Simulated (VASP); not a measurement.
Consider the following.

```xyz
2
Lattice="1.7796 -3.0824 0.0000 1.7796 3.0824 0.0000 0.0000 0.0000 5.4892" Properties=species:S:1:pos:R:3 pbc="T T T"
Er     1.7796     1.0275     1.3723
Er     1.7796    -1.0275     4.1169
```

All values below come from PBE GGA with D4 dispersion, VASP's PBE PAW potentials (set 64) (plane waves; VASP). Settings: 520 eV cut-off, Gaussian smearing of 0.050 eV, potentials Er_3.

The 4f electrons are frozen in the core of the lanthanide potential, so 4f levels, which can set the real gap, and their magnetism are missing.

Q: Give the energies of bands 7 to 12 at the high-symmetry points, in eV from the Fermi level.

A: 
```json
[
 {"band": "7", "Γ": "-5.52", "M": "-2.10", "K": "-0.85", "A": "-3.83", "L": "-2.00", "H": "-0.59"},
 {"band": "8", "Γ": "-2.25", "M": "-1.41", "K": "-0.84", "A": "-3.83", "L": "-2.00", "H": "-0.59"},
 {"band": "9", "Γ": "1.19", "M": "-0.90", "K": "-0.84", "A": "1.15", "L": "0.12", "H": "-0.43"},
 {"band": "10", "Γ": "1.95", "M": "-0.14", "K": "-0.50", "A": "1.15", "L": "0.12", "H": "-0.43"},
 {"band": "11", "Γ": "1.96", "M": "1.58", "K": "1.27", "A": "1.84", "L": "1.56", "H": "0.51"},
 {"band": "12", "Γ": "2.51", "M": "1.69", "K": "1.27", "A": "1.84", "L": "1.56", "H": "0.51"}
]
```

It has no gap at this level: it comes out as a metal or semimetal.

The compound is Er in the hcp structure. It was relaxed first.
